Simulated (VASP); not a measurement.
These are PBE GGA, VASP's PBE PAW potentials (set 64) (plane waves; VASP 6.6.1) values and carry that method's errors.

VASP ran on this input.

**INCAR**
```
SYSTEM = FeAl
PREC = Accurate; ENCUT = 300; LREAL = .FALSE.
LASPH = .TRUE.
EDIFF = 1E-6; NELM = 100; ALGO = Normal
LMAXMIX = 4
ISMEAR = -1; SIGMA = 0.1
GGA = PE
ISIF = 2
LWAVE = .FALSE.; LCHARG = .FALSE.
```

**POSCAR**
```
FeAl
1
    2.9100000000     0.0000000000     0.0000000000
    0.0000000000     2.9100000000     0.0000000000
    0.0000000000     0.0000000000     2.9100000000
Al Fe
1 1
Direct
  0.5000000000   0.5000000000   0.5000000000
  0.0000000000   0.0000000000   0.0000000000
```

**KPOINTS**
```
Automatic
0
gamma
  11 11 11
```

POTCAR, in this order: Al Fe (PBE.64 set). Program: vasp_std.

The resulting files:

### OSZICAR
```
       N       E                     dE             d eps       ncg     rms          rms(c)
DAV:   1     0.213758697992E+02    0.21376E+02   -0.35821E+03  1032   0.773E+02
DAV:   2    -0.137011840201E+02   -0.35077E+02   -0.33745E+02  1009   0.157E+02
DAV:   3    -0.145671476411E+02   -0.86596E+00   -0.85206E+00  1226   0.290E+01
DAV:   4    -0.145826705630E+02   -0.15523E-01   -0.15511E-01  1305   0.385E+00
DAV:   5    -0.145828858761E+02   -0.21531E-03   -0.21530E-03  1191   0.347E-01    0.134E+01
DAV:   6    -0.169225665257E+02   -0.23397E+01   -0.78849E+01  1148   0.127E+02    0.192E+01
DAV:   7    -0.126774230551E+02    0.42451E+01   -0.39634E+01  1102   0.791E+01    0.244E+00
DAV:   8    -0.126524791146E+02    0.24944E-01   -0.21172E-01  1066   0.506E+00    0.142E+00
DAV:   9    -0.126392815275E+02    0.13198E-01   -0.44339E-02  1179   0.306E+00    0.348E-01
DAV:  10    -0.126389086105E+02    0.37292E-03   -0.78686E-04  1252   0.333E-01    0.155E-01
DAV:  11    -0.126388925024E+02    0.16108E-04   -0.17162E-05  1085   0.411E-02    0.859E-03
DAV:  12    -0.126388923206E+02    0.18186E-06   -0.11788E-06   784   0.103E-02
   1 F= -.12638892E+02 E0= -.12589163E+02  d E =-.994592E-01
```

File OUTCAR:
```
------------------------ aborting loop because EDIFF is reached ----------------------------------------
  FORCE on cell =-STRESS in cart. coord.  units (eV):
  Direction    XX          YY          ZZ          XY          YZ          ZX
  --------------------------------------------------------------------------------------
  Total       -1.0132524     -1.0132524     -1.0132524     -0.0000000      0.0000000      0.0000000
  in kB      -65.8793394    -65.8793394    -65.8793394     -0.0000000      0.0000000      0.0000000
  external PRESSURE =     -65.8793394 kB  Pullay stress =       0.0000000 kB
  volume of cell :       24.64
      direct lattice vectors                 reciprocal lattice vectors
     2.910000000  0.000000000  0.000000000     0.343642612  0.000000000  0.000000000
     0.000000000  2.910000000  0.000000000     0.000000000  0.343642612  0.000000000
     0.000000000  0.000000000  2.910000000     0.000000000  0.000000000  0.343642612
 POSITION                                       TOTAL-FORCE (eV/Angst)
 -----------------------------------------------------------------------------------
      1.45500      1.45500      1.45500         0.000000      0.000000      0.000000
      0.00000      0.00000      0.00000         0.000000      0.000000      0.000000
 -----------------------------------------------------------------------------------
    total drift:                               -0.000000      0.000000     -0.000000
  FREE ENERGIE OF THE ION-ELECTRON SYSTEM (eV)
  ---------------------------------------------------
  free  energy   TOTEN  =       -12.6388923206 eV

  energy  without entropy=      -12.5394331204  energy(sigma->0) =      -12.58916272
```
(Selected blocks of OUTCAR.)

At this cut-off the stress carries a Pulay error, which pulls relaxed volumes low.

The structure is a typed FeAl crystal (Pm-3m). The cell was not relaxed at this level. The run is not spin-polarised, so no magnetic state was tried. The electron count is odd and the run is not spin-polarised, which forces a metal.
